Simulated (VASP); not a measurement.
Here is the system:

```
CELL_PARAMETERS angstrom
      0.00000     2.03732     2.03732
      2.03732     0.00000     2.03732
      2.03732     2.03732     0.00000
ATOMIC_POSITIONS crystal
  Mg 0.00000 0.00000 0.00000
  O  0.50000 0.50000 0.50000
```

Computed with LDA (Ceperley-Alder, Perdew-Zunger), VASP's LDA PAW potentials (set 64) (plane waves; VASP). Numerical set-up: 620 eV cut-off, 11×11×11 Γ-centred mesh, Gaussian smearing of 0.050 eV, potentials Mg O.

**Question.** Estimate the energy per atom (σ→0), pressure, band gap (on the k-mesh) with the smallest direct gap where there is one.

**Answer.** 
```
Quantity                                      Value
-----------------------------------  --------------
band gap (on the k-mesh)                    5.69 eV
smallest direct gap (on the k-mesh)         5.69 eV
energy per atom (σ→0)                -6711 meV/atom
pressure                                  10.05 GPa
```

The compound is MgO in the rock salt structure. It was relaxed first under an external pressure of 10 GPa.
